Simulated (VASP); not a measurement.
Consider the following.

```
CELL_PARAMETERS angstrom
      2.88000     0.00000     0.00000
      0.00000     2.88000     0.00000
      0.00000     0.00000     2.88000
ATOMIC_POSITIONS crystal
  Cr 0.00000 0.00000 0.00000
  Cr 0.50000 0.50000 0.50000
```
Starting moments (μB, in the order of the record's atoms Cr Cr): 1.5 -1.5.

Method: PBE GGA, VASP's PBE PAW potentials (set 64) (plane waves; VASP 6.6.1). Numerical set-up: 400 eV cut-off, 11×11×11 Γ-centred mesh, first-order Methfessel-Paxton smearing of 0.10 eV, potentials Cr_pv.

Energy and stress use the plane-wave basis of the starting cell.

Question: The ions, cell shape and volume are relaxed. What does this cell relax into?

Answer: 
```
CELL_PARAMETERS angstrom
      2.85732     0.00000     0.00000
      0.00000     2.85732     0.00000
      0.00000     0.00000     2.85732
ATOMIC_POSITIONS crystal
  Cr 0.00000 0.00000 0.00000
  Cr 0.50000 0.50000 0.50000
```
Space group Im-3m (229), at a tolerance of 0.03 Å. The cell ends with 0.00 μB, on the sites 1.05 -1.05 μB.

Question: How do energy and volume change from the first to the last step?

Answer: The energy (σ→0) changes by -3.9 meV/atom and the volume by -2.3 %, in 3 ionic steps.

The compound is Cr in the bcc, AFM order structure. This run relaxes it. Symmetry was kept, so distortions that lower it aren't found.
